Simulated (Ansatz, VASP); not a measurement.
# Two plane-wave programs on Y3Ge

INCAR

```
SYSTEM = Y3Ge
PREC = Accurate
ENCUT = 600
EDIFF = 1E-7
ISMEAR = -1
SIGMA = 0.05
LREAL = .FALSE.
LASPH = .TRUE.
NELM = 60
ALGO = Normal
ISIF = 3
LWAVE = .FALSE.
LCHARG = .FALSE.
IBRION = 2
NSW = 40
EDIFFG = -0.01
```

KPOINTS

```
Automatic mesh
0
G
  6 6 6
  0 0 0
```

File POSCAR:

```
Y3Ge
1.0
   -2.2653940000      2.2653940000      5.1970200000
    2.2653940000     -2.2653940000      5.1970200000
    2.2653940000      2.2653940000     -5.1970200000
Y Ge
3 1
Direct
    0.5000000000      0.5000000000      0.0000000000
    0.2500000000      0.7500000000      0.5000000000
    0.7500000000      0.2500000000      0.5000000000
    0.0000000000      0.0000000000      0.0000000000
```

input.yaml

```yaml
crystal:
  lattice:
    - [-2.265394, 2.265394, 5.19702]
    - [2.265394, -2.265394, 5.19702]
    - [2.265394, 2.265394, -5.19702]
  atoms:
    - { symbol: "Y", position: [0.5, 0.5, 0.0] }
    - { symbol: "Y", position: [0.25, 0.75, 0.5] }
    - { symbol: "Y", position: [0.75, 0.25, 0.5] }
    - { symbol: Ge, position: [0.0, 0.0, 0.0] }
hamiltonian:
  xc: lda
  pseudopotentials: { kind: paw }
kpoints:
  mp_grid: { grid: [6, 6, 6] }
scf:
  occupations: { method: fermi_dirac, width: 0.05 }
output:
  forces: true
  stress: true
  eigenvalues: true
relax:
  f_tol: 0.01
  max_steps: 40
  cell: { stress_tol: 0.05 }
```

The cell comes from a database or a generator and needn't be the stable form of this composition.

Alike in both runs: task relaxation of cell and atoms; functional LDA; k mesh 6 × 6 × 6; occupations fermi-dirac, width 0.05 eV; no spin polarisation.

|  | VASP | Ansatz |
| --- | --- | --- |
| version | VASP 6.6.1 | Ansatz 0.2.0 |
| potentials or method | VASP PAW LDA potentials, release 64 (Y_sv, Ge_d) | Ansatz PAW |
| plane-wave cutoff (eV) | 600 | 420 |
| valence electrons in the cell | 47 | 47 |

|  | VASP | Ansatz | Ansatz less VASP |
| --- | --- | --- | --- |
| gap on the k mesh at the Fermi level, each at its own relaxed structure (eV) | none | none | - |
| relaxed volume (Å³/atom) | 23.98 | 24.00 | +0.023 |
| relaxed cell length with the largest relative difference (Å) | 5.789 | 5.796 | +0.0077 |
| energy change over the relaxation (meV/atom) | -42 | -41 | +1.6 |

A gap of «none» marks a metal or a gap that the smearing closes.

Caveats: the plane-wave basis is chosen anew once the cell has moved, so the energies of steps on either side of that aren't comparable (Ansatz); the PAW data sets come from PBE, with cores solved anew for the run's functional, which leaves a small shift of forces and pressure (Ansatz).
